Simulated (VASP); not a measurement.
Wanted: the native input for a VASP 6.6.1 run.

```yaml
Task: single point
Functional: PBE
Potentials_or_basis: VASP PAW PBE potentials, release 64 (Bi_d, Cs_sv, Mg, O)
Cutoff: 520 eV
k_mesh: 6 × 6 × 6
Occupations: fermi-dirac, width 0.05 eV
Spin: no spin polarisation
Further_INCAR_settings: ALGO = Normal; EDIFF = 1e-07; NBANDS = 31
```

The structure of CsMgBiO3 lies in POSCAR:

```
CsMgBiO3
1.0
    3.2305168867      1.8651397941      3.7970092083
   -3.2305168867      1.8651397941      3.7970092083
    0.0000000000     -3.7302795883      3.7970092083
Bi Cs Mg O
1 1 1 3
Direct
    0.5652985500      0.5652985500      0.5652985500
    0.9172816500      0.9172816500      0.9172816500
    0.3021917400      0.3021917400      0.3021917400
    0.9822380200      0.4913922600      0.4913922600
    0.4913922600      0.4913922600      0.9822380200
    0.4913922600      0.9822380200      0.4913922600
```

The cell comes from a database or a generator and needn't be the stable form of this composition.

These files were run (other wordings do the same):

INCAR

```
PREC = Accurate
ENCUT = 520
EDIFF = 1E-7
ISMEAR = -1
SIGMA = 0.05
LREAL = F
LASPH = T
NELM = 80
ALGO = Normal
ISIF = 2
LWAVE = F
LCHARG = F
GGA = PE
NBANDS = 31
```

KPOINTS

```
Automatic mesh
0
Gamma
  6 6 6
```

Potentials or basis: VASP PAW PBE potentials, release 64 (Bi_d, Cs_sv, Mg, O).

Launch:

```sh
$ cat potpaw_PBE.64/Bi_d/POTCAR potpaw_PBE.64/Cs_sv/POTCAR potpaw_PBE.64/Mg/POTCAR potpaw_PBE.64/O/POTCAR > POTCAR
$ mpirun -np 1 vasp_std > vasp.out
```

It gave:

* Pressure: 0.2 GPa
* Largest force: 0.255 eV/Å
* Band gap on the k mesh: 2.55 eV, direct

Caveat: spin-orbit coupling is left out, which as a rule narrows the gap of such compounds by several tenths of an eV.

It took 3.2 min on 1 thread of Intel(R) Xeon(R) Platinum 8175M CPU @ 2.50GHz (Skylake/Cascade Lake), with other jobs on the host, peak memory 0.33 GiB.
